A crystal of platinum diselenide, built of Se–Pt–Se layers stacked along c, starts from the same cell in every row below. Cell and atoms are then free to move until the forces and the stress are almost gone. What differs is the wave cutoff, the kinetic energy of the fastest plane wave used to describe the electrons. Volume change compares the final cell with the start cell. The relaxed lengths are the edges of the final cell, with a and b in the layer and c across it, and the energy drop per atom is what the relaxation gains.

VASP 6.6.1, plane-wave DFT with PBE and D3(BJ) dispersion, for PtSe2 (space group P-3m1, 3 atoms per cell), with the recommended PAW PBE potentials. All rows use a 9 × 9 × 6 k mesh and Gaussian smearing of 0.02 eV, without spin polarisation or spin–orbit coupling. Volume change and energy drop are counted from the start cell.

```
wave cutoff  volume change (%)  relaxed length a (Å)  relaxed length c (Å)  energy drop per atom (meV)
     200 eV             -7.550                 3.703                 4.734                       55.60
     250 eV             -2.600                 3.765                 4.824                       16.70
     350 eV             -2.620                 3.767                 4.816                       16.90
     520 eV             -2.350                 3.769                 4.825                       16.50
     600 eV             -2.310                 3.769                 4.826                       16.50
     700 eV             -2.320                 3.769                 4.826                       16.50
```

1. What is odd about the first row?

At 200 eV the cell loses 7.55 % of its volume, while every other row loses between 2.3 and 2.7 %. The energy drop is more than three times as large as elsewhere. Even a sign changes: the edge a ends shorter than its start value of 3.724 Å, whereas in all other rows it ends longer. The crystal and the start cell are the same throughout, so this is the mark of a poor basis and not a property of the material.

2. How much of the fault is left at 250 and 350 eV?

Very little. Measured against the row at 700 eV, the volume change is off by 5.2 points at 200 eV but by only about 0.3 points in these two rows. The table therefore shows a cliff between 200 and 250 eV, followed by nearly level ground. A gentle slope would have left a good part of the error at 250 eV.

The level ground is not perfectly smooth. The edge c is 0.010 Å short at 350 eV and only 0.002 Å short at 250 eV, so the higher cutoff does worse in this column. Differences this small deserve no story of their own. They do warn against judging convergence by one quantity in two neighbouring rows.

3. Which digits can be trusted from 520 eV upwards?

In the last three rows a stays at 3.769 Å and the energy drop at 16.5 meV. The edge c moves by 0.001 Å and the volume change by 0.04 points, which is no more than relaxations that stop at a small but finite force may leave. It is sound to quote a volume change of −2.3 % and edges to a hundredth of an ångström. These digits are settled with respect to the basis, which is a narrower statement than being right about the real crystal.

4. Does the volume tell what the crystal does?

Only in part, because it adds two opposite changes. In the row at 700 eV the edge a grows by 1.2 % and c shrinks by 4.7 %. The volume contains a twice and c once, so the two nearly make up the small total: 2 × 1.2 − 4.7 = −2.3. The volume column alone makes the relaxation look mild, although the layer spacing has changed by twice that percentage.

The first row looks different once this true change of shape is taken out. Compared with the cell at 700 eV, the cell at 200 eV is 1.8 % shorter along a and 1.9 % shorter along c. The false contraction is thus almost the same in both directions. It turns the growth of a into a slight loss and makes the shrinking of c worse.

5. Why does a poor basis make the cell shrink?

The reason lies in how the relaxation handles its plane waves. They are chosen once, for the start cell, and the same set is kept while the cell changes. When the cell shrinks, each wave is squeezed with it: its wavelength gets shorter and its kinetic energy rises. Averaged over all directions, the set then behaves like one with a higher cutoff,

E_eff = E_cut (V₀/V)^(2/3)

where E_cut is the chosen cutoff, V₀ the start volume and V the current volume.

Two limiting cases show what follows. With a very high cutoff the energy no longer depends on it, so a slightly better set brings no gain and the cell feels only its true forces. With a very low cutoff every improvement of the set lowers the energy steeply. The crystal can then buy a better description of its electrons by shrinking, and the calculation books this as a real gain.

The size of the pull follows in one step. A small change of volume shifts E_eff by −(2/3)(E_cut/V) times that change, and the energy U follows with its slope dU/dE_cut. Pressure is minus the change of energy with volume, which gives a false part

p_false = (2/3) (E_cut/V) (dU/dE_cut)

This is known as the Pulay stress. Where the energy falls with the cutoff the slope is negative, and the cell is pulled inwards.

The stress that the calculation reports gives no alarm. It is the derivative of the energy for the fixed set of waves, and the relaxation drives exactly this quantity to zero. At the end of the run at 200 eV the reported pressure is −0.009 GPa, as close to zero as the 0.008 GPa at 250 eV. A vanishing stress proves that the search has ended, not that it has ended at the right cell.

6. Is the pull strong enough to explain the first row?

The slope can be taken from the energies of the start cell, where the volume is the same for all cutoffs. Relative to 700 eV, this energy lies 30.8 meV per atom too high at 200 eV and 2.4 meV too low at 250 eV. It falls by 33.16 meV over 50 eV, or 0.663 meV for each eV of cutoff. With 20.27 Å³ per atom, and with no constant adjusted to the relaxed cells,

p_false = (2/3) × (200 eV / 20.27 Å³) × (−0.000663) = −0.0044 eV/Å³ ≈ −0.7 GPa

The sign is that of an inward pull. The same estimate at 250 eV, with the slope between 250 and 350 eV, gives a pressure about twenty times weaker and of the opposite sign. That agrees with the cliff in the table: the false contraction nearly vanishes where the energy stops falling steeply. It does not explain the last 0.3 points of volume, since the cells at 250 and 350 eV are still slightly too small.

A harder test uses the energy. By the end of the run at 200 eV the shrunken cell has raised the effective cutoff to 210.7 eV. With the slope above, this should bring a false gain of 0.663 × 10.7 = 7.1 meV per atom. The energy drop in the table exceeds that at 700 eV by 39.1 meV, more than five times as much. The simple estimate has the direction right and the size badly wrong.

The likely reason is hidden in the energies themselves. VASP subtracts from each total energy an estimate of the error that free atoms would make at the chosen cutoff. Between runs at different cutoffs this correction changes, and it cancels much of the fall that the slope is meant to measure. Within one run it stays constant, while the squeezed waves go on improving the set. The slope is therefore expected to be far too flat for the pull inside a run, and a correction slightly too large would also explain the wrong sign at 250 eV. A straight line over 50 eV is a coarse measure as well.

A direct test would compute the shrunken cell afresh at 200 eV. The correction would then be the same on both sides, and the rise in energy would be the false gain. The table has no such run.

7. Does the larger energy drop mean that the crystal gains more by relaxing?

No. An energy drop is a difference between two cells, and it is only as good as the cancellation of their errors. At 200 eV the start cell lies 30.8 meV per atom above its value at 700 eV, and the relaxed cell lies 8.3 meV below. The two errors have opposite signs, so they add up to the whole excess of 39.1 meV. None of it is extra binding.

The row at 250 eV shows the favourable case. Start cell and relaxed cell both lie about 2.5 meV per atom below their values at 700 eV, and the energy drop is off by only 0.2 meV. Much of a basis error arises close to the atoms, where the electron waves vary fastest, and it is carried along almost unchanged when the cell is altered a little. This is why an energy difference can be settled before the energies themselves are.

That an energy lies below its converged value may seem to break a rule, since a larger basis should only lower the energy. The rule holds strictly when nothing but the basis changes. Here the correction for free atoms changes too, and it can be slightly too large for atoms in a crystal. The energy can then overshoot and come back up, which is the likely reading of its rise between 250 and 350 eV.

8. What would another setting change?

Holding the cell fixed would remove most of the harm. Plane waves belong to the cell and not to the atoms, so moving an atom does not alter the set, and the forces on atoms have no false part of this kind. The same runs bear this out for the start cell: the force on a selenium atom at 200 eV is only about 4 % weaker than at 700 eV. A cutoff that ruins a relaxed volume can still give a fair force.

If the cell must be free, a restart is a cheap check. The program then chooses a new set of waves for the relaxed cell at the nominal cutoff, and the advantage won by shrinking is lost. By the argument above, a visible jump in energy at the restart betrays a cutoff that is too low. Total energies from runs at different cutoffs are a weaker guide, since the correction for free atoms hides part of the error. A common rule for free cells is a cutoff about 30 % above the largest value recommended for the potentials in use.

A still higher cutoff would not bring c back to its start value of 5.062 Å. It has settled at 4.826 Å, well short of the start cell, which comes from a database of measured crystals. The cause must lie in something that all rows share, such as the density functional, the dispersion correction that draws the layers together, the absence of thermal motion, the k mesh or the missing spin–orbit coupling of a heavy element. The dispersion correction is a natural suspect in a layered crystal, but only runs that change one of these at a time could convict it.
